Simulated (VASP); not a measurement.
Input:

```xyz
5
Lattice="-2.0782 2.0782 4.9367 2.0782 -2.0782 4.9367 2.0782 2.0782 -4.9367" Properties=species:S:1:pos:R:3 pbc="T T T"
La     0.0000     0.0000     9.8735
P      2.0782     2.0782    -1.1269
P      2.0782     2.0782     1.1269
Pd     0.0000     2.0782     2.4684
Pd     2.0782     0.0000     2.4684
```

The numbers are results of PBEsol GGA with spin-orbit coupling, VASP's PBE PAW potentials (set 64) (plane waves; VASP), not measurements. Run with 400 eV cut-off, 9×9×9 Γ-centred mesh, Gaussian smearing of 0.050 eV, potentials La P Pd.

**Question.** Predict the energy per atom (σ→0), band gap (over mesh and band path) with the smallest direct gap where there is one.

**Answer.** 
The band gap (over mesh and band path) is none (metal, semimetal or under 0.01 eV) and the energy per atom (σ→0) comes out as -6913 meV/atom.

Only differences to runs with the same potentials and settings are physical.

The structure comes from a computed database's LaPd2P2 entry (I4/mmm); how it stands against other phases isn't given here. It was relaxed first.
